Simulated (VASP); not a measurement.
A convergence study with VASP on Zr (hcp): a few settings are varied, all else stays as given below, so the limit is that of these other settings. The cell's lengths are 1 % over those of the tabulated start and one atom is moved, so it is off equilibrium.

```
Zr
1.0
    1.63115    -2.82524     0.00000
    1.63115     2.82524     0.00000
    0.00000     0.00000     5.20150
Zr
2
Direct
  0.33333   0.66667   0.25000
  0.68524   0.35191   0.75000
```

Method: PBE GGA, VASP's PBE PAW potentials (set 64) (plane waves; VASP). The last row used: 900 eV cut-off, 10×10×6 Γ-centred mesh, first-order Methfessel-Paxton smearing of 0.10 eV, potentials Zr_sv.

Energies of different potentials or hybrids have different zeros.

```csv
setting,E (eV/atom),pressure (GPa),largest force (eV/Å),plane waves
ENCUT = 300,-8.5073,-3.00,0.070,582
ENCUT = 400,-8.5151,-2.54,0.069,888
ENCUT = 520,-8.5159,…,0.069,1306
ENCUT = 700,-8.5159,-2.31,0.069,2032
ENCUT = 900,…,…,0.069,2963
```

Question: Some entries are withheld; supply them.

Answer: 
- ENCUT = 900, E (eV/atom): -8.5158
- ENCUT = 900, pressure (GPa): -2.29
- ENCUT = 520, pressure (GPa): -2.37

Left out are rungs that failed or repeat a setting and relaxations that didn't move; long series are thinned to 24 rows.

The compound is Zr in the hcp structure. The cell was not relaxed at this level, it is distorted from the ideal structure.
